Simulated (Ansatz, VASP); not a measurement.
**One structure in several programs: LaCu2Ge2 (P1, 5 atoms in the cell)**

Self-consistent single point, at a second geometry (atoms moved at random). First geometry:

```xyz
5
Lattice="-2.1104 2.1104 5.0662 2.1104 -2.1104 5.0662 2.1104 2.1104 -5.0662" Properties=species:S:1:pos:R:3 pbc="T T T"
La     0.0000     0.0000     0.0000
Cu     2.1104     0.0000     2.5331
Cu     0.0000     2.1104     2.5331
Ge     0.0000     0.0000     6.3435
Ge     0.0000     0.0000     3.7889
```

Second geometry:
```
La(CuGe)2
1.0
   -2.11040     2.11040     5.06618
    2.11040    -2.11040     5.06618
    2.11040     2.11040    -5.06618
La Cu Ge
1 2 2
Direct
  0.00052   0.99803   0.99980
  0.24158   0.74456   0.49780
  0.75598   0.25324   0.50714
  0.61415   0.61744   0.97974
  0.38776   0.38673   0.01551
```

Shared settings, as Ansatz (an electronic-structure program) writes them: kpoints.mp_grid.grid = 7 7 7; scf.occupations.method = gaussian; scf.occupations.width = 0.0037 Ry. Potentials and cutoffs stand in the table.

```tsv
code	model	ΔF from the first geometry (meV/atom)	pressure (GPa)	largest force (eV/Å)	cutoff
Ansatz	LDA (PW92), PAW files made with PBE	9.7	-5.62	0.725	30.9 Ry
VASP	LDA (PZ), VASP's LDA PAW potentials (set 64)	9.3	-6.84	0.690	300 eV
```

Size of the force on each atom (eV/Å): Sizes of forces hide their directions.

```json
[
 {"code": "Ansatz", "La1": "0.055", "Cu2": "0.386", "Cu3": "0.231", "Ge4": "0.496", "Ge5": "0.725"},
 {"code": "VASP", "La1": "0.055", "Cu2": "0.391", "Cu3": "0.234", "Ge4": "0.476", "Ge5": "0.690"}
]
```

On Ansatz's run: spin polarisation is off.

The spread over the programs that give each value: ΔF from the first geometry within 0.4 meV/atom; pressure within 1.22 GPa; largest force within 0.035 eV/Å.

Ansatz's pressure is given at a fixed set of plane waves, as the other plane-wave codes print theirs; with its correction for the finite basis it is -5.58 GPa. The same LDA comes in different parametrisations, which differ slightly.

VASP's run is marked for a possible Pulay error in its stress at this cutoff; no cutoff test was made.

The starting cell comes from a database of computed structures (which also holds hypothetical and non-ambient phases and stackings), without a prior relaxation at this level. For this run, on top of that: atoms moved at random.

Keys are those of Ansatz 0.2.
